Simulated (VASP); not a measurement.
The system is Ni2N.

```
Ni N
1.0
     2.83962    0.00000    0.00000
    -1.41981    2.45918    0.00000
     0.00000    0.00000    4.10272
Ni N
2 1
Direct
  0.66667 0.33333 0.74294
  0.33333 0.66667 0.25705
  0.00000 0.00000 0.00000
```

The cell was built by a generator and needn't be a form met in nature.

```yaml
Program: VASP 6.6.1
Task: relaxation of cell and atoms
Functional: RPBE
Potentials_or_basis: VASP PAW PBE potentials, release 64 (Ni, N)
Cutoff: 600 eV
k_mesh: 8 × 8 × 5
Occupations: gaussian, width 0.05 eV
Spin: collinear spin, ferromagnetic start
Starting_moments: "[1.0, 1.0, 0.0] μB"
```

At the start: pressure 6.1 GPa; volume 9.55 Å³/atom.

Task: How do energy, volume and symmetry change on relaxing?

Result: Over 5 steps the energy falls by 5.1 meV/atom and the volume is 9.84 Å³/atom (+3.1 %); space group P-3m1 (No. 164, to 0.05 Å); moment 0.00 μB per cell.

The path:
```
step  energy change (eV)  largest force (eV/Å)  pressure (GPa)  volume (Å³)
   1              0.0000                0.1321            6.06        28.65
   2             -0.0003                0.3569           -5.10        30.17
   3             -0.0142                0.1246            0.16        29.40
   4             -0.0152                0.0493            0.05        29.47
   5             -0.0154                0.0047           -0.01        29.52
```

Final structure:
```cif
data_structure
_symmetry_space_group_name_H-M 'P 1'
_symmetry_Int_Tables_number 1
_cell_length_a 2.8717
_cell_length_b 2.8717
_cell_length_c 4.1340
_cell_angle_alpha 90.000
_cell_angle_beta 90.000
_cell_angle_gamma 120.000
_cell_volume 29.52
loop_
_atom_site_label
_atom_site_type_symbol
_atom_site_fract_x
_atom_site_fract_y
_atom_site_fract_z
_atom_site_occupancy
Ni1 Ni 0.66667 0.33333 0.74435 1
Ni2 Ni 0.33333 0.66667 0.25565 1
N1 N 0.00000 0.00000 0.00000 1
```

Caveat: the PAW data sets were made with another functional, which shifts forces and pressure a little.
